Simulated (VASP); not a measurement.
Here is the system:

```cif
data_PbSe
_chemical_formula_sum 'Pb1 Se1'
_space_group_name_H-M_alt 'P 1'
_space_group_IT_number 1
_cell_length_a 4.35639
_cell_length_b 4.35639
_cell_length_c 4.35639
_cell_angle_alpha 60.000
_cell_angle_beta 60.000
_cell_angle_gamma 60.000
loop_
_space_group_symop_operation_xyz
  'x, y, z'
loop_
_atom_site_label
_atom_site_type_symbol
_atom_site_fract_x
_atom_site_fract_y
_atom_site_fract_z
_atom_site_occupancy
Pb1 Pb 0.00000 0.00000 0.00000 1
Se1 Se 0.50000 0.50000 0.50000 1
```

Method: optB86b-vdW, VASP's PBE PAW potentials (set 64) (plane waves; VASP). Run with 520 eV cut-off, 8×8×8 Γ-centred mesh, Gaussian smearing of 0.050 eV, potentials Pb_d Se.

Q: Give the energy at these volumes per atom, relative to the lowest: 27.43, 28.31, 29.18, 30.06, 30.93 Å³.

A: 19.8, 4.9, 0.0, 3.5, 14.2 meV/atom. A third-order Birch-Murnaghan fit gives B0 = 51.1 GPa and B0′ = 4.5.

Measured: a 6.105 Å at 120 K (computed value off by +0.9 %), as given by Noda, Masumoto, Ohba, Saito, Toriumi, Iwata, Shibuya, Acta Cryst. C 43, 1443 (1987), by a structure database's card. The calculation is for a static lattice, while the measured a holds thermal and zero-point effects, which are part of the difference.

The compound is PbSe in the rock salt structure. It was relaxed first.
